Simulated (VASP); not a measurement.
An input for Quantum ESPRESSO's pw.x (written as the equivalent of a VASP run, and not itself run):

```
&CONTROL
  calculation = 'vc-relax'
  pseudo_dir = './pseudo'
  outdir = './out'
  tprnfor = .true.
  tstress = .true.
  nstep = 60
  forc_conv_thr = 0.00078
/
&SYSTEM
  ibrav = 0
  nat = 8
  ntyp = 3
  ecutwfc = 102
  occupations = 'smearing'
  smearing = 'gaussian'
  degauss = 0.003675
  input_dft = 'pbesol'
/
&ELECTRONS
  conv_thr = 7.3e-08
  electron_maxstep = 100
/
&IONS
/
&CELL
/
ATOMIC_SPECIES
  Hg 200.592 Hg.upf
  Te 127.600 Te.upf
  Cd 112.414 Cd.upf
CELL_PARAMETERS angstrom
    -0.0014772    6.5128071    6.5123137
     6.5128071   -0.0014772    6.5123137
     3.2556649    3.2556649   -0.0000000
ATOMIC_POSITIONS crystal
  Hg   0.0000090  0.0000090  0.9999820
  Te   0.1252172  0.1252172  0.2495657
  Te   0.1251265  0.6245721  0.2503014
  Te   0.6245721  0.1251265  0.2503014
  Te   0.6250021  0.6250021  0.2499959
  Cd   0.9998750  0.5001371  0.9999879
  Cd   0.5001371  0.9998750  0.9999879
  Cd   0.5000610  0.5000610  0.9998780
K_POINTS automatic
  3 3 5 0 0 0
```

### Question
Write the VASP files for the same calculation (PBEsol).

### Answer
One answer among several that fit: 
### KPOINTS
```
Automatic mesh
0
Gamma
3 3 5
0 0 0
```

**POSCAR**
```
Cd3HgTe4
1
   -0.0014771871     6.5128070838     6.5123136829
    6.5128070838    -0.0014771871     6.5123136829
    3.2556649483     3.2556649483    -0.0000000000
Hg Te Cd
1 4 3
Direct
  0.0000090124   0.0000090124   0.9999819751
  0.1252171736   0.1252171736   0.2495656528
  0.1251265311   0.6245721186   0.2503013503
  0.6245721186   0.1251265311   0.2503013503
  0.6250020578   0.6250020578   0.2499958844
  0.9998749540   0.5001371488   0.9999878972
  0.5001371488   0.9998749540   0.9999878972
  0.5000610037   0.5000610037   0.9998779926
```

### INCAR
```
SYSTEM = Cd3HgTe4
PREC = Accurate
ENCUT = 400
EDIFF = 1E-6
NELM = 100
ALGO = Normal
LREAL = .FALSE.
LASPH = .TRUE.
ISMEAR = 0
SIGMA = 0.05
GGA = PS
LMAXMIX = 6
LWAVE = .FALSE.
LCHARG = .FALSE.
IBRION = 2
ISIF = 3
NSW = 60
EDIFFG = -0.02
```

POTCAR, in this order: Hg Te Cd (PBE.64 set). Program: vasp_std.

What does not carry over: the potentials are each code's own (VASP's PAW set, PseudoDojo norm-conserving files in pw.x), so ENCUT and ecutwfc are chosen apart and not converted; conv_thr bounds pw.x's estimated SCF error, while EDIFF bounds the energy change between steps; forc_conv_thr acts on force components and is met together with etot_conv_thr.

The structure was generated: Cd3HgTe4 was put into an ordered model structure (Amm2), which need not be its known phase. This run relaxes it. Symmetry was kept, so distortions that lower it aren't found. The start is the result of an earlier pass.
